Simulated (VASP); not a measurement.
Output of a VASP run:

**OSZICAR**
```
       N       E                     dE             d eps       ncg     rms          rms(c)
DAV:   1     0.234524561631E+03    0.23452E+03   -0.14403E+04  2688   0.186E+03
DAV:   2    -0.900145630218E+01   -0.24353E+03   -0.24150E+03  2816   0.499E+02
DAV:   3    -0.170817541840E+02   -0.80803E+01   -0.80110E+01  3480   0.103E+02
DAV:   4    -0.171864745682E+02   -0.10472E+00   -0.10471E+00  3176   0.121E+01
DAV:   5    -0.171889960119E+02   -0.25214E-02   -0.25214E-02  3728   0.149E+00    0.188E+01
DAV:   6    -0.139979267592E+02    0.31911E+01   -0.18478E+01  2840   0.521E+01    0.256E+00
DAV:   7    -0.139685442993E+02    0.29382E-01   -0.16622E-01  2904   0.501E+00    0.151E+00
DAV:   8    -0.139487372331E+02    0.19807E-01   -0.20251E-02  3328   0.202E+00    0.135E-01
DAV:   9    -0.139486008200E+02    0.13641E-03   -0.20416E-03  3312   0.520E-01    0.779E-02
DAV:  10    -0.139486374234E+02   -0.36603E-04   -0.17784E-04  3472   0.167E-01    0.702E-02
DAV:  11    -0.139485843968E+02    0.53027E-04   -0.36315E-04  2848   0.233E-01    0.117E-02
DAV:  12    -0.139485842709E+02    0.12590E-06   -0.28465E-06  2392   0.198E-02
   1 F= -.13948584E+02 E0= -.13948645E+02  d E =-.139486E+02
       N       E                     dE             d eps       ncg     rms          rms(c)
DAV:   1    -0.139528449576E+02   -0.42606E-02   -0.93260E-02  2808   0.460E+00    0.565E-01
DAV:   2    -0.139486354215E+02    0.42095E-02   -0.29334E-02  2840   0.194E+00    0.103E-01
DAV:   3    -0.139485356691E+02    0.99752E-04   -0.39517E-04  2744   0.264E-01    0.546E-02
DAV:   4    -0.139485004318E+02    0.35237E-04   -0.76658E-05  2824   0.112E-01    0.103E-02
DAV:   5    -0.139484987267E+02    0.17051E-05   -0.17572E-05  2864   0.510E-02    0.588E-03
DAV:   6    -0.139484975529E+02    0.11737E-05   -0.31973E-06  2712   0.196E-02    0.102E-03
DAV:   7    -0.139484977721E+02   -0.21916E-06   -0.69767E-08  1344   0.291E-03
   2 F= -.13948498E+02 E0= -.13948562E+02  d E =0.864988E-04
       N       E                     dE             d eps       ncg     rms          rms(c)
DAV:   1    -0.139507514606E+02   -0.22539E-02   -0.46265E-02  2816   0.324E+00    0.394E-01
DAV:   2    -0.139486688975E+02    0.20826E-02   -0.14555E-02  2840   0.136E+00    0.710E-02
DAV:   3    -0.139486194129E+02    0.49485E-04   -0.20111E-04  2752   0.188E-01    0.376E-02
DAV:   4    -0.139486035848E+02    0.15828E-04   -0.37002E-05  2832   0.778E-02    0.698E-03
DAV:   5    -0.139486036292E+02   -0.44413E-07   -0.75988E-06  2840   0.333E-02
   3 F= -.13948604E+02 E0= -.13948665E+02  d E =-.193583E-04
```

### OUTCAR
```
------------------------ aborting loop because EDIFF is reached ----------------------------------------
  FORCE on cell =-STRESS in cart. coord.  units (eV):
  Direction    XX          YY          ZZ          XY          YZ          ZX
  --------------------------------------------------------------------------------------
  Total       -0.0199625     -0.0199625     -0.0199625      0.0000000      0.0000000     -0.0000000
  in kB       -1.4167938     -1.4167938     -1.4167938      0.0000000      0.0000000     -0.0000000
  external PRESSURE =      -1.4167938 kB  Pullay stress =       0.0000000 kB
  volume of cell :       22.57
      direct lattice vectors                 reciprocal lattice vectors
     2.826220342  0.000000000 -0.000000000     0.353829454 -0.000000000  0.000000000
     0.000000000  2.826220342  0.000000000    -0.000000000  0.353829454  0.000000000
    -0.000000000 -0.000000000  2.826220342     0.000000000 -0.000000000  0.353829454
 POSITION                                       TOTAL-FORCE (eV/Angst)
 -----------------------------------------------------------------------------------
      0.00000      0.00000      0.00000         0.000000      0.000000      0.000000
      1.41311      1.41311      1.41311        -0.000000     -0.000000     -0.000000
 -----------------------------------------------------------------------------------
    total drift:                                0.000000      0.000000     -0.000000
  FREE ENERGIE OF THE ION-ELECTRON SYSTEM (eV)
  ---------------------------------------------------
  free  energy   TOTEN  =       -13.9486036292 eV

  energy  without entropy=      -13.9487870089  energy(sigma->0) =      -13.94866476

 reached required accuracy - stopping structural energy minimisation
```
(Selected blocks of OUTCAR.)

POSCAR:
```
Cr
1
    2.8271590934     0.0000000000    -0.0000000000
    0.0000000000     2.8271590934    -0.0000000000
   -0.0000000000     0.0000000000     2.8271590934
Cr
2
Direct
  1.0000000000   1.0000000000   1.0000000000
  0.5000000000   0.5000000000   0.5000000000
```

Problem. Reconstruct the remaining input files.

Solution. One answer among several that fit: the input of the run itself, rev-vdW-DF2, plane waves, VASP's PBE PAW potentials (set 64).

### KPOINTS
```
kpoints
0
gamma
12 12 12
0 0 0
```

### INCAR
```
SYSTEM = Cr
PREC = Accurate
ENCUT = 520
EDIFF = 1E-6
NELM = 100
ALGO = Normal
LREAL = .FALSE.
LASPH = .TRUE.
ISMEAR = 1
SIGMA = 0.1
GGA = MK
PARAM1 = 0.1234568
PARAM2 = 0.7114
ZAB_VDW = -1.8867
LUSE_VDW = .TRUE.
AGGAC = 0.0
LMAXMIX = 4
LWAVE = .FALSE.
LCHARG = .FALSE.
IBRION = 2
ISIF = 3
NSW = 60
EDIFFG = -0.01
```

POTCAR, in this order: Cr_pv (PBE.64 set). Program: vasp_std.

The compound is Cr in the bcc, AFM order structure. This run relaxes it. Symmetry was kept, so distortions that lower it aren't found. The start is the result of an earlier pass. The run is not spin-polarised, so no magnetic state was tried.
